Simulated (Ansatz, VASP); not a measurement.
# Si2SnHS2Cl (1T-SnS2 under H-SiSi-Cl chair, AB): VASP beside Ansatz

Wanted: the spread between two codes on one cell, functional and k mesh. Of the first pair: The structure shown is the start of the Ansatz relaxation below; VASP solves that cell, so the two are compared at the walk's first step.

Main program and level: Ansatz 0.2.0; plane waves, with VASP 6.6.1 beside it; PBE with D3(BJ).

## (1) The structure

The cell holds 7 atoms: 2 S, 1 Sn, 1 Cl, 2 Si and 1 H. Its edges and angles: a = 3.682 Å, b = 3.682 Å, c = 42.110 Å, α = 90.0°, β = 90.0°, γ = 120.0°. Vacuum lies along c. The height across the vacuum is the one that the program set for its solve, not the one typed.

## (2) Ansatz: relaxation, PBE with D3(BJ)

Ansatz runs on its PAW soft_1 files.

The two programs are compared at the cell with which this relaxation starts, whose forces are those of its first step.

input.yaml reads:

```yaml
crystal:
  lattice:
    - [3.6815, 0.0, 0.0]
    - [-1.84075, 3.188272524, 0.0]
    - [0.0, 0.0, 23.155166844]
  atoms:
    - { symbol: S, position: [0.6666666667, 0.3333333333, 0.3023083378] }
    - { symbol: Sn, position: [0.0, 0.0, 0.3415040572] }
    - { symbol: S, position: [0.3333333333, 0.6666666667, 0.3806997765] }
    - { symbol: Cl, position: [0.0, 0.0, 0.512419838] }
    - { symbol: Si, position: [0.0, 0.0, 0.6044079465] }
    - { symbol: Si, position: [0.6666666667, 0.3333333333, 0.6363662566] }
    - { symbol: H, position: [0.6666666667, 0.3333333333, 0.6976916622] }
  periodic: [true, true, false]
kpoints:
  mp_grid: { grid: [9, 9, 1] }
hamiltonian:
  xc: pbe
  dispersion: d3bj
  pseudopotentials: { kind: paw, azcp: { folder: soft_1 } }
scf:
  occupations: { method: fermi_dirac, width: 0.05 }
relax:
  f_tol: 0.01
  max_steps: 90
  cell: {}
```

Launch:

```sh
> ansatz run input.yaml --threads 4 --pin off --max-ram 8192MiB --backend cpu --events-out ev --progress --plain --runs-dir out
```

Numbers of over 12 decimals in the logs are rounded to 6 here.

Output:

```text
Warning: crystal.periodic: the lattice vector that does not repeat stood 0.000° off the slab's normal, 23.155 Å along it as the deck builds it. The run solves the slab on a vector along the normal, 42.110 Å long, with every atom where it was (on the deck's vector they left 14.00 Å outside them, and the widest stretch free of ions among them is 3.05 Å). A fractional position that the run reports is one of the run's ce [...]
crystal.periodic: the lattice vector that does not repeat stood 0.000° off the slab's normal, 23.155 Å along it as the deck builds it. The run solves the slab on a vector along the normal, 42.110 Å long, with every atom where it was (on the deck's vector they left 14.00 Å outside them, and the widest stretch free of ions among them is 3.05 Å). A fractional position that the run reports is one of the run's cell, which [...]
Engine: ansatz 0.2.0, x86_64-unknown-linux-gnu
Pseudopotentials: kind: paw
Pseudopotential: S, paw, valence charge 6, recommended cutoff 420 eV (normal), soft_1/S.paw.azcp
Pseudopotential: Sn, paw, valence charge 14, recommended cutoff 420 eV (normal), soft_1/Sn.paw.azcp
Pseudopotential: Cl, paw, valence charge 7, recommended cutoff 420 eV (normal), soft_1/Cl.paw.azcp
Pseudopotential: Si, paw, valence charge 4, recommended cutoff 420 eV (normal), soft_1/Si.paw.azcp
Pseudopotential: H, paw, valence charge 1, recommended cutoff 420 eV (normal), soft_1/H.paw.azcp
Functional definition: PBE
  parameter kappa = 0.804
  parameter beta = 0.066725
  exchange = pbe_x(kappa = kappa, mu = beta*pi^2/3)
  correlation = pbe_c(beta = beta)
Crystal: 7 atoms, lattice volume = 494.275 Å³
Basis set: ecut = 420 eV, 9681 PW (Γ), exchange–correlation on 50×50×576 points (8 copies of the dense FFT grid, shifted against one another)
Bands: 28, of which v1, the nominal top of the filled ones, is band 21 counted from 1 (20 counted from 0)
Symmetry: 6 space group operations
Space group: P3m1 (ITA 156), of the structure as read, at distance tolerance 7.9e-5 Å
k-points: 12 of 81 (time reversal used)
Non-local potential: S, projectors of the file, l = 0: 2, l = 1: 2, l = 2: 1
Non-local potential: Sn, projectors of the file, l = 0: 2, l = 1: 2, l = 2: 2, l = 3: 1
Non-local potential: Cl, projectors of the file, l = 0: 2, l = 1: 2, l = 2: 1
Non-local potential: Si, projectors of the file, l = 0: 2, l = 1: 2, l = 2: 1
Non-local potential: H, projectors of the file, l = 0: 2, l = 1: 1
[...]
preconditioner: auto → Resta (q_TF=auto, 1.795 Å⁻¹)  ε∞=1.9  [insulator: Δε(μ)=0.565 eV  Ē_g=9.511 eV  σ=0.050 eV  W_gap=0.99  n_scr=24 (ndim 8)  ℏωp=9.2 eV  f_vac=0.688  D(μ)=0.01/eV (n_scr^D=0)  ε∞_Penn≈1.9  vacuum switching on, ρ_ref=6.6e-3 e/Å³]
SCF iter   2: F=—  HF=-10199.075845 eV  |F-HF|=—  |Δ(HF+E_count)|=   1.94e-4  Δρ=3.18e-4  dr2=5.26e-4  ethr=4.19e-6  ⟨swp⟩=1.7  Hψ=370  notcnv=0
SCF iter   3: F=—  HF=-10199.075833 eV  |F-HF|=—  |Δ(HF+E_count)|=   1.19e-5  Δρ=1.92e-4  dr2=3.66e-4  ethr=1.25e-6  ⟨swp⟩=2.8  Hψ=504  notcnv=0
SCF iter   4: F=—  HF=-10199.075819 eV  |F-HF|=—  |Δ(HF+E_count)|=   1.41e-5  Δρ=6.62e-5  dr2=1.74e-4  ethr=8.71e-7  ⟨swp⟩=3.0  Hψ=457  notcnv=0
SCF iter   5: F=—  HF=-10199.075800 eV  |F-HF|=—  |Δ(HF+E_count)|=   1.90e-5  Δρ=2.07e-5  dr2=2.52e-6  ethr=4.13e-7  ⟨swp⟩=2.2  Hψ=431  notcnv=0
SCF iter   6: F=—  HF=-10199.075864 eV  |F-HF|=—  |Δ(HF+E_count)|=   6.42e-5  Δρ=8.24e-6  dr2=1.52e-6  ethr=6.01e-9  ⟨swp⟩=3.5  Hψ=717  notcnv=0
SCF iter   7: F=—  HF=-10199.075864 eV  |F-HF|=—  |Δ(HF+E_count)|=   1.62e-7  Δρ=4.02e-6  dr2=2.93e-7  ethr=3.61e-9  ⟨swp⟩=2.0  Hψ=430  notcnv=0
SCF iter   8: F=-10199.075864 eV  HF=-10199.075864 eV  |F-HF|=1.74e-8  |Δ(HF+E_count)|=   2.05e-8  Δρ=1.56e-6  dr2=2.33e-8  ethr=1.46e-10  ⟨swp⟩=5.9  Hψ=1899  notcnv=0
SCF 8 converged in 8 iterations: F = -10199.075864 eV  dr2 = 2.33e-8
relax step   8: F+E_penalty+E_count = -10199.07586433 eV  Δ(F+E_penalty+E_count) = -2.749e-4 eV  max|allowed force component| = 1.711e-2 eV/Å  Δτ_max = 0.0173 Å  P = +0.007 N/m  Ω = 517.686 Å³  energy of the carried Pulay correction = -9.451e-4 eV  fix = [c, alpha, beta]  reactions: c +0.000 N/m  (8 SCF iters, dr2 threshold 6.14e-8 eV, accepted)
[...]
relax step   9: F+E_penalty+E_count = -10199.07589476 eV  Δ(F+E_penalty+E_count) = -3.043e-5 eV  max|allowed force component| = 3.090e-3 eV/Å  Δτ_max = 0.0061 Å  P = -0.001 N/m  Ω = 517.754 Å³  energy of the carried Pulay correction = -9.478e-4 eV  fix = [c, alpha, beta]  reactions: c -0.000 N/m  (7 SCF iters, dr2 threshold 1.83e-8 eV, accepted)
[...]
relax step  10: F+E_penalty+E_count = -10199.07678027 eV  Δ(F+E_penalty+E_count) = -8.855e-4 eV  max|allowed force component| = 3.064e-3 eV/Å  Δτ_max = 0.0000 Å  P = +0.001 N/m  Ω = 517.754 Å³  fix = [c, alpha, beta]  reactions: c +0.000 N/m  stress off target by 6.03e-4 N/m on what of the cell is left free  SCF on the basis re-selected at this cell (its energy is not comparable with the rows above)  (9 SCF iters)
basis re-selected at this cell: Δ(F+E_penalty+E_count) = -8.855e-4 eV, ΔP = +0.002 N/m vs the last step (what re-selecting the basis moved, of the pressure what is left beyond the Pulay correction that the steps carried, after the strain that the cell walked since its last selection, with what the two solves' SCF thresholds leave and, on support functions, any second-order correction that the steps lacked; it is no measure of the basis error at this ecutwfc). The dense FFT grid was sized anew with the basis: this SCF ran on 27×27×288 points, the steps before it on 25×25×288, so part of this shift can come from that change (see relax.cell in the input reference). [rest of the remark cut]
SCF converged after 9 iterations
Free energy (F): -10199.076780 eV
Harris-Foulkes:  -10199.076780 eV  (|F-HF|=2.50e-9)
Internal energy: -10199.076569 eV  (E = F + TS)
E sigma→0 (E₀):  -10199.076675 eV
Entropy (-TS):   -0.000211 eV (-0.030 meV/atom)
Fermi energy:    -4.976025 eV
--- Per-component energies (eV) ---
  E_band       = -620.737303
  E_kinetic    = 626.070126
  E_local      = -91998.613665  (includes V_loc(G=0)·N_el)
  E_nonlocal   = 291.897741
  E_hartree    = 45639.831377
  E_xc         = -530.910176
  E_vxc        = -466.463107  (∫ρ·V_xc dr)
  E_paw        = -7271.989019  (= ΣΔE_a)
  E_vpaw       = -353.290806  (= ΣTr[D̂ρ^β])
  E_aug_tail   = -0.000468  (compensation charges beyond the density's cutoff)
  E_ewald      = 43046.030643
  E_disp       = -1.393129  (pairwise vdW)
  E_smearing   = -0.000211  (= −TS)
  E_closure    = 0.000000  (closes the sum)
  Σ components = -10199.076780   (vs F -10199.076780, Δ=0.00e0)
--- Forces (eV/Å), atoms counted from 1 ---
  atom   1  S      0.00000000    -0.00000000    -0.00084287
  atom   2  Sn    -0.00000000     0.00000000    -0.00095418
  atom   3  S      0.00000000     0.00000000     0.00091020
  atom   4  Cl    -0.00000000     0.00000000     0.00138673
  atom   5  Si     0.00000000     0.00000000     0.00306415
  atom   6  Si     0.00000000    -0.00000000    -0.00209215
  atom   7  H      0.00000000    -0.00000000    -0.00147359
  max |Σ_I F_I| component: 1.72e-6 eV/Å
--- 2D stress c σ (N/m, compression-positive) ---
        0.000603      -0.000000       0.000000
       -0.000000       0.000603      -0.000000
        0.000000      -0.000000       0.000000
  P = ½ c Tr σ = 0.0006 N/m
--- Relaxed structure (9 steps of the walk, 8 accepted, 1 SCFs on fresh bases) ---
  F+E_penalty+E_count = -10199.07678027 eV   max|allowed force component| = 3.064e-3 eV/Å   (the final SCF, on the basis selected at the relaxed cell)
  cell:  # Å, volume = 517.7541 Å³
    - [3.767924, 6.396659436006211e-18, 0]
    - [-1.883962, 3.263118, 0]
    - [0, 0, 42.110334]
  atoms:
    - { symbol: S, position: [0.666667, 0.333333, 0.146250] }
    - { symbol: Sn, position: [-1.321694076996265e-17, 5.286776309277158e-18, 0.180619] }
    - { symbol: S, position: [0.333333, 0.666667, 0.214971] }
    - { symbol: Cl, position: [-1.3216940769962553e-17, 5.286776309277498e-18, 0.287356] }
    - { symbol: Si, position: [-1.3216940769962554e-17, 5.286776309277497e-18, 0.336391] }
    - { symbol: Si, position: [0.666667, 0.333333, 0.354880] }
    - { symbol: H, position: [0.666667, 0.333333, 0.390547] }
```

The column dr2 measures how far the density is from self-consistency, as an energy; F and HF (Harris–Foulkes) agree once it is small.

## (3) VASP: single point, PBE with D3(BJ), start cell, pair 1

The same cell, functional, mesh and smearing now go to VASP, with its own data sets.

Lines of VASP's logs that name or quote its potential files are left out, and so is its time.

INCAR reads:

```
SYSTEM = Si2SnHS2Cl
PREC = Accurate
ENCUT = 400
EDIFF = 1E-06
NELM = 120
ISMEAR = -1
SIGMA = 0.05
LREAL = .FALSE.
ALGO = Normal
GGA = PE
IVDW = 12
NBANDS = 28
LORBIT = 11
LWAVE = .FALSE.
LCHARG = .FALSE.
ISIF = 2
LDIPOL = .TRUE.
IDIPOL = 3
DIPOL = 0.5 0.5 0.273
LVHAR = .TRUE.
LASPH = .TRUE.
GGA_COMPAT = .FALSE.
EFERMI = MIDGAP
NELMDL = -8
KPAR = 2
```

POSCAR reads:

```
Si2SnHS2Cl
1.0
    3.6815000000      0.0000000000      0.0000000000
   -1.8407500000      3.1882730000      0.0000000000
    0.0000000000      0.0000000000     42.1103340000
S Sn Cl Si H
2 1 1 2 1
Direct
    0.6666666667      0.3333333333      0.1662299805
    0.3333333333      0.6666666667      0.2093350055
    0.0000000000      0.0000000000      0.1877824811
    0.0000000000      0.0000000000      0.2817637827
    0.0000000000      0.0000000000      0.3323451911
    0.6666666667      0.3333333333      0.3499180747
    0.6666666667      0.3333333333      0.3836390136
```

KPOINTS reads:

```
Automatic mesh
0
Gamma
9 9 1
0 0 0
```

Potentials, in the order of the species: S, Sn_d, Cl, Si and H (PBE family, release 64).

Launch:

```sh
> mpirun -np 2 vasp_std
```

Output:

```text
[banner, memory and clock lines left out]
running    2 mpi-ranks, on    1 nodes
 distrk:  each k-point on    1 cores,    2 groups
 distr:  one band on    1 cores,    1 groups

 POSCAR found type information on POSCAR S SnClSiH
 POSCAR found :  5 types and       7 ions
 LDA part: xc-table for (Slater+PW92), standard interpolation
 POSCAR, INCAR and KPOINTS ok, starting setup
 FFT: planning ... GRIDC
 FFT: planning ... GRID_SOFT
 FFT: planning ... GRID
 WAVECAR not read
 entering main loop
       N       E                     dE             d eps       ncg     rms          rms(c)
DAV:   1     0.313529114138E+03    0.31353E+03   -0.14448E+04   784   0.943E+02
DAV:   2     0.187893793782E+02   -0.29474E+03   -0.28740E+03   900   0.230E+02
DAV:   3    -0.260064250378E+02   -0.44796E+02   -0.44351E+02   804   0.104E+02
DAV:   4    -0.279111857737E+02   -0.19048E+01   -0.18977E+01   920   0.256E+01
DAV:   5    -0.279508762970E+02   -0.39691E-01   -0.39672E-01   940   0.358E+00
DAV:   6    -0.279526185826E+02   -0.17423E-02   -0.17422E-02  1020   0.677E-01
DAV:   7    -0.279526353930E+02   -0.16810E-04   -0.16810E-04   988   0.657E-02
DAV:   8    -0.279526360167E+02   -0.62371E-06   -0.62366E-06   956   0.116E-02    0.175E+01
DAV:   9    -0.266607919888E+02    0.12918E+01   -0.17693E+00  1000   0.120E+01    0.116E+01
DAV:  10    -0.263974690391E+02    0.26332E+00   -0.20065E+00   944   0.845E+00    0.164E+00
DAV:  11    -0.263399053827E+02    0.57564E-01   -0.38994E-01   952   0.513E+00    0.108E+00
DAV:  12    -0.263416148411E+02   -0.17095E-02   -0.21405E-02   824   0.787E-01    0.708E-01
DAV:  13    -0.263410458033E+02    0.56904E-03   -0.41146E-03  1040   0.689E-01    0.448E-01
DAV:  14    -0.263394460487E+02    0.15998E-02   -0.19864E-03   864   0.275E-01    0.216E-01
[...]
DAV:  22    -0.263401598999E+02   -0.76595E-04   -0.35434E-06   728   0.101E-02    0.332E-03
DAV:  23    -0.263402115102E+02   -0.51610E-04   -0.29945E-06   712   0.583E-03    0.673E-03
DAV:  24    -0.263402248401E+02   -0.13330E-04   -0.17475E-07   664   0.195E-03    0.595E-03
DAV:  25    -0.263402394735E+02   -0.14633E-04   -0.23900E-07   624   0.211E-03    0.297E-03
DAV:  26    -0.263402476290E+02   -0.81554E-05   -0.11413E-07   624   0.157E-03    0.228E-03
DAV:  27    -0.263402555034E+02   -0.78745E-05   -0.16978E-07   616   0.182E-03    0.924E-04
DAV:  28    -0.263402603433E+02   -0.48398E-05   -0.13627E-07   572   0.130E-03    0.515E-04
DAV:  29    -0.263402608367E+02   -0.49349E-06   -0.88565E-09   588   0.514E-04
   1 F= -.27907591E+02 E0= -.27907591E+02  d E =-.149894E-07
```

(Continued in part 2 of 2.)

[Lines on the potential files, build, host, timing and source positions are cut from VASP's logs without a mark.]

[Logs are printed without paths, hosts, clocks, repeated set-up lines and the standing remarks that a program may print on its own settings, such as how far it seeks lower states.]

[Hosts, paths, dates, database ids (printed as entryN), source tags and the programs' standing remarks are cut or masked in the printed files.]
